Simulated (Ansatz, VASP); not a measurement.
## Sb2Mo in VASP and in Ansatz

```xyz
3
Lattice="0.0000 3.3003 3.3003 3.3003 0.0000 3.3003 3.3003 3.3003 0.0000" Properties=species:S:1:pos:R:3 pbc="T T T"
Mo    0.0000    0.0000    0.0000
Sb    1.6501    1.6501    1.6501
Sb    4.9504    4.9504    4.9504
```

Alike in both runs: functional PBE; k mesh 10 × 10 × 10; occupations fermi-dirac, width 0.05 eV; no spin polarisation.

Ansatz relaxed the structure, and its values are those at the end. VASP's run is a single point on that final structure, the one shown.

```csv
,VASP,Ansatz
version,VASP 6.6.1,Ansatz 0.2.0
potentials or method,"VASP PAW PBE potentials, release 64 (Mo_sv, Sb)","PAW with Ansatz's default frozen-core files, scalar-relativistic"
plane-wave cutoff (eV),520,420
valence electrons in the cell,24,44
```

VASP gave:

| Property | Result |
| --- | --- |
| pressure (GPa) | -0.1 |

Task: Which values does Ansatz return?

Result: Pressure (GPa): 0.0.

The two sets of potentials don't hold the same shells in valence.

Spin-orbit coupling is left out, which matters for the levels of Sb.
